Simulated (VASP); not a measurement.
Calculation: G0W0 on PBE orbitals, VASP's PBE PAW potentials (set 64) (plane waves; VASP).

Input for VASP

File POSCAR:
```
AlN
4.367990
  0.0000000000   0.5000000000   0.5000000000
  0.5000000000   0.0000000000   0.5000000000
  0.5000000000   0.5000000000   0.0000000000
Al N
1 1
Cart
  0.0000000000   0.0000000000   0.0000000000
  0.7500000000   0.7500000000   0.7500000000
```

File KPOINTS:
```
Automatic mesh
0
Gamma
5 5 5
0 0 0
```

**INCAR**
```
# general
SYSTEM      = AlN
PREC        = Normal
ENCUT       = 500
LREAL       = F
LASPH       = T
NBANDS      = 88

# electronic loop
ALGO        = EVGW0

# smearing
ISMEAR      = 0
SIGMA       = 0.01

# functional
GGA         = PE

# output
LWAVE       = F
LCHARG      = F

# other
NELMGW      = 1
NOMEGA      = 64
ENCUTGW     = 170
NBANDSGW    = 12
LSPECTRALGW = T
```

POTCAR, in this order: Al_GW N_GW_new (PBE.64 set). Program: vasp_std. Read from the step before: WAVECAR, WAVEDER.

The run wrote:

OSZICAR:
```
energies w=
    0.000    0.000    0.549    0.000    1.096    0.000    1.641    0.000
    2.182    0.000    2.719    0.000    3.250    0.000    3.775    0.000
    4.293    0.000    4.805    0.000    5.309    0.000    5.807    0.000
    6.297    0.000    6.781    0.000    7.259    0.000    7.732    0.000
    8.199    0.000    8.662    0.000    9.122    0.000    9.579    0.000
   10.035    0.000   10.490    0.000   10.945    0.000   11.401    0.000
   11.860    0.000   12.322    0.000   12.790    0.000   13.263    0.000
   13.745    0.000   14.235    0.000   14.737    0.000   15.251    0.000
   15.781    0.000   16.327    0.000   16.894    0.000   17.482    0.000
   18.096    0.000   18.740    0.000   19.417    0.000   20.131    0.000
   20.890    0.000   21.698    0.000   22.564    0.000   23.495    0.000
   24.503    0.000   25.600    0.000   26.802    0.000   28.125    0.000
   29.595    0.000   31.239    0.000   33.093    0.000   35.203    0.000
   37.631    0.000   40.456    0.000   43.786    0.000   47.774    0.000
   52.635    0.000   58.692    0.000   66.442    0.000   76.702    0.000
   90.908    0.000  111.843    0.000  145.700    0.000  209.607    0.000
NQ=   1    0.0000    0.0000    0.0000,
 performed        105000 updates of chi_q(r,r)
NQ=   2    0.2000    0.0000    0.0000,
 performed        300000 updates of chi_q(r,r)
NQ=   3    0.4000    0.0000    0.0000,
 performed        495000 updates of chi_q(r,r)
NQ=   4    0.2000    0.2000    0.0000,
 performed        690000 updates of chi_q(r,r)
NQ=   5    0.4000    0.2000    0.0000,
 performed        987000 updates of chi_q(r,r)
NQ=   6   -0.4000    0.2000    0.0000,
 performed       1284000 updates of chi_q(r,r)
NQ=   7   -0.2000    0.2000    0.0000,
 performed       1547000 updates of chi_q(r,r)
NQ=   8    0.4000    0.4000    0.0000,
 performed       1742000 updates of chi_q(r,r)
NQ=   9   -0.4000    0.4000    0.0000,
 performed       2005000 updates of chi_q(r,r)
NQ=  10   -0.4000    0.4000    0.2000,
 performed       2336000 updates of chi_q(r,r)
 resolving degeneracies of screened two electron integrals
```

OUTCAR:
```


 k-point   1 :       0.0000    0.0000    0.0000
  band No.  KS-energies  QP-energies   sigma(KS)   V_xc(KS)     V^pw_x(r,r')   Z            occupation Imag(sigma)

      1      -9.3297     -10.7844     -16.8073     -14.7901     -24.7629       0.7212       2.0000       1.2514
      2       5.6600       4.7269     -17.9569     -16.7513     -20.8218       0.7739       2.0000       0.0653
      3       5.6600       4.7269     -17.9569     -16.7513     -20.8218       0.7739       2.0000       0.0653
      4       5.6600       4.7269     -17.9569     -16.7513     -20.8218       0.7739       2.0000       0.0653
      5       9.8487      10.5624     -11.6205     -12.5055      -7.7944       0.8065       0.0000      -0.0526
      6      18.1973      19.1420      -9.0966     -10.2772      -4.0496       0.8001       0.0000      -0.0997
      7      18.1973      19.1420      -9.0966     -10.2772      -4.0496       0.8001       0.0000      -0.0997
      8      18.1973      19.1420      -9.0966     -10.2772      -4.0496       0.8001       0.0000      -0.0997
      9      23.3268      24.2723      -9.2507     -10.4543      -3.7094       0.7856       0.0000      -0.2476
     10      23.3268      24.2723      -9.2507     -10.4543      -3.7094       0.7856       0.0000      -0.2476
     11      24.7309      25.2182      -9.0106      -9.6459      -2.5931       0.7671       0.0000      -0.5901
     12      24.7309      25.2182      -9.0106      -9.6459      -2.5931       0.7671       0.0000      -0.5901

 k-point   2 :       0.2000    0.0000    0.0000
  band No.  KS-energies  QP-energies   sigma(KS)   V_xc(KS)     V^pw_x(r,r')   Z            occupation Imag(sigma)

      1      -8.7665     -10.2035     -17.0742     -15.0928     -24.9259       0.7253       2.0000       1.1725
      2       3.2409       2.1261     -16.2544     -14.7913     -19.4411       0.7619       2.0000       0.0870
      3       5.4791       4.5240     -17.8454     -16.6100     -20.7469       0.7732       2.0000       0.0664
      4       5.4791       4.5240     -17.8454     -16.6100     -20.7469       0.7732       2.0000       0.0664
      5      11.6346      12.4458     -12.1788     -13.1983      -8.1022       0.7957       0.0000      -0.0596
      6      17.0146      17.9425     -10.0216     -11.1957      -4.9718       0.7903       0.0000      -0.1049
      7      18.2624      19.1654      -9.1298     -10.2614      -3.9787       0.7979       0.0000      -0.1257
      8      18.2624      19.1654      -9.1298     -10.2614      -3.9787       0.7979       0.0000      -0.1257
      9      21.5415      22.3511      -8.9726      -9.9966      -3.5089       0.7906       0.0000      -0.2222
     10      21.5415      22.3511      -8.9726      -9.9966      -3.5089       0.7906       0.0000      -0.2222
     11      23.0737      23.5088      -8.4356      -8.9862      -2.3874       0.7902       0.0000      -0.5180
     12      29.0970      29.9687      -9.6801     -10.7625      -2.9087       0.8053       0.0000      -0.9791

 k-point   3 :       0.4000    0.0000    0.0000
  band No.  KS-energies  QP-energies   sigma(KS)   V_xc(KS)     V^pw_x(r,r')   Z            occupation Imag(sigma)

      1      -7.5547      -8.9562     -17.9126     -16.0108     -25.5870       0.7369       2.0000       1.0173
      2       0.3061      -0.9587     -14.7179     -12.9787     -18.7016       0.7272       2.0000       0.1682
      3       5.2198       4.2344     -17.7218     -16.4443     -20.6875       0.7714       2.0000       0.0684
      4       5.2198       4.2344     -17.7218     -16.4443     -20.6875       0.7714       2.0000       0.0684
      5      12.9036      13.7188     -10.5362     -11.5471      -6.1426       0.8064       0.0000      -0.0647
      6      15.7229      16.6180     -11.6787     -12.8579      -6.3898       0.7591       0.0000      -0.1200
      7      17.0067      17.7986      -8.8327      -9.8204      -3.9032       0.8019       0.0000      -0.1040
      8      17.0067      17.7986      -8.8327      -9.8204      -3.9032       0.8019       0.0000      -0.1040
      9      23.3106      23.9225      -9.2867     -10.0709      -3.1091       0.7804       0.0000      -0.4452
     10      24.4263      25.2737      -9.6052     -10.7018      -3.3493       0.7727       0.0000      -0.4169
     11      24.4263      25.2737      -9.6052     -10.7018      -3.3493       0.7727       0.0000      -0.4169
     12      30.3545      31.4775     -10.2791     -11.6917      -3.5343       0.7949       0.0000      -0.9283

 k-point   4 :       0.2000    0.2000    0.0000
  band No.  KS-energies  QP-energies   sigma(KS)   V_xc(KS)     V^pw_x(r,r')   Z            occupation Imag(sigma)

      1      -8.5817     -10.0132     -17.1581     -15.1939     -24.9808       0.7288       2.0000       1.1479
      2       3.4563       2.3830     -16.4917     -15.0855     -19.6226       0.7632       2.0000       0.0835
      3       4.9586       3.9380     -17.4141     -16.0904     -20.3968       0.7711       2.0000       0.0702
      4       4.9586       3.9380     -17.4141     -16.0904     -20.3968       0.7711       2.0000       0.0702
      5      11.7704      12.5512     -12.0079     -12.9906      -7.9181       0.7946       0.0000      -0.0612
      6      16.4336      17.3551      -9.1684     -10.3080      -4.3729       0.8087       0.0000      -0.0785
      7      17.5524      18.2331      -9.0808      -9.9338      -4.0116       0.7980       0.0000      -0.1331
      8      19.2053      20.1860      -9.9157     -11.1666      -4.4540       0.7840       0.0000      -0.1598
      9      19.2053      20.1860      -9.9157     -11.1666      -4.4540       0.7840       0.0000      -0.1598
     10      24.5309      25.4760      -9.2465     -10.4371      -3.5114       0.7939       0.0000      -0.3329
     11      27.1384      27.7351      -9.0147      -9.7631      -2.5162       0.7973       0.0000      -0.8419
     12      27.1384      27.7351      -9.0147      -9.7631      -2.5162       0.7973       0.0000      -0.8419

 k-point   5 :       0.4000    0.2000    0.0000
  band No.  KS-energies  QP-energies   sigma(KS)   V_xc(KS)     V^pw_x(r,r')   Z            occupation Imag(sigma)

      1      -7.5618      -8.9406     -17.8302     -15.9343     -25.4976       0.7272       2.0000       1.0061
      2       1.3526       0.1283     -15.3680     -13.7130     -19.0690       0.7398       2.0000       0.1259
      3       4.2332       3.1551     -16.8570     -15.4515     -19.9290       0.7671       2.0000       0.0765
      4       4.6167       3.5587     -17.2257     -15.8500     -20.2806       0.7690       2.0000       0.0732
      5      12.0206      12.7028     -10.2520     -11.1022      -5.9520       0.8024       0.0000      -0.0655
      6      15.6743      16.5537     -10.3433     -11.4453      -5.5905       0.7980       0.0000      -0.0822
      7      17.0725      18.0627     -10.6760     -11.9360      -5.5663       0.7859       0.0000      -0.1074
      8      18.9062      19.8170      -9.7717     -10.9291      -4.3355       0.7869       0.0000      -0.1735
      9      20.9305      21.8091     -10.0179     -11.1626      -4.0254       0.7676       0.0000      -0.2807
     10      26.0428      26.9130      -9.5923     -10.7137      -3.1672       0.7760       0.0000      -0.5208
     11      26.8191      27.5245      -8.9366      -9.8260      -2.6642       0.7931       0.0000      -0.6938
     12      30.2043      31.3257      -9.8519     -11.2305      -3.3399       0.8135       0.0000      -0.9077

 k-point   6 :      -0.4000    0.2000    0.0000
  band No.  KS-energies  QP-energies   sigma(KS)   V_xc(KS)     V^pw_x(r,r')   Z            occupation Imag(sigma)

      1      -7.0312      -8.3817     -18.3338     -16.4788     -25.9522       0.7280       2.0000       0.9451
      2       0.4610      -0.8089     -14.6128     -12.8720     -18.5079       0.7295       2.0000       0.1594
      3       3.4423       2.3002     -16.3429     -14.8445     -19.5615       0.7622       2.0000       0.0862
      4       4.8612       3.8343     -17.4301     -16.0961     -20.4434       0.7698       2.0000       0.0709
      5      12.8877      13.5737      -9.7735     -10.6305      -5.2649       0.8004       0.0000      -0.0729
      6      14.8356      15.7500     -11.1357     -12.2888      -6.4326       0.7930       0.0000      -0.0793
      7      17.9138      19.0188     -11.8376     -13.2747      -6.3861       0.7689       0.0000      -0.1426
      8      18.0018      18.8285      -9.3053     -10.3475      -4.0918       0.7932       0.0000      -0.1461
      9      23.1625      23.9406      -9.3865     -10.4006      -3.1451       0.7674       0.0000      -0.3765
     10      24.1246      25.0002      -9.3884     -10.5091      -3.3034       0.7814       0.0000      -0.3721
     11      26.9925      27.6612      -8.9396      -9.7895      -2.5977       0.7868       0.0000      -0.7084
     12      30.0308      31.2240     -10.7561     -12.2656      -3.9288       0.7904       0.0000      -0.8959

 k-point   7 :      -0.2000    0.2000    0.0000
  band No.  KS-energies  QP-energies   sigma(KS)   V_xc(KS)     V^pw_x(r,r')   Z            occupation Imag(sigma)

      1      -7.9619      -9.3605     -17.5418     -15.6240     -25.2722       0.7293       2.0000       1.0630
      2       1.8966       0.7014     -15.6338     -14.0336     -19.1746       0.7469       2.0000       0.1110
      3       3.9657       2.8533     -16.6213     -15.1680     -19.7476       0.7655       2.0000       0.0799
      4       5.4051       4.4455     -17.8394     -16.5958     -20.7587       0.7716       2.0000       0.0669
      5      13.2157      14.1049     -12.2817     -13.4169      -7.7644       0.7833       0.0000      -0.0766
      6      15.6028      16.3686      -9.1873     -10.1452      -4.3198       0.7995       0.0000      -0.0901
      7      17.0486      18.0435     -10.6698     -11.9281      -5.6851       0.7907       0.0000      -0.0970
      8      18.1420      18.9375      -8.9187      -9.9173      -3.6849       0.7966       0.0000      -0.1545
      9      20.6175      21.4933      -9.0489     -10.1548      -3.7479       0.7919       0.0000      -0.1506
...
```
(Selected blocks of OUTCAR.)

The mesh is coarse and the basis finite, so the quasiparticle values are not converged.

The structure comes from a computed database's AlN entry (F-43m); how it stands against other phases isn't given here. The cell was not relaxed at this level. The k-mesh is coarse (spacing up to 0.50 per Å, 2π included), so the numbers may not be converged in it.
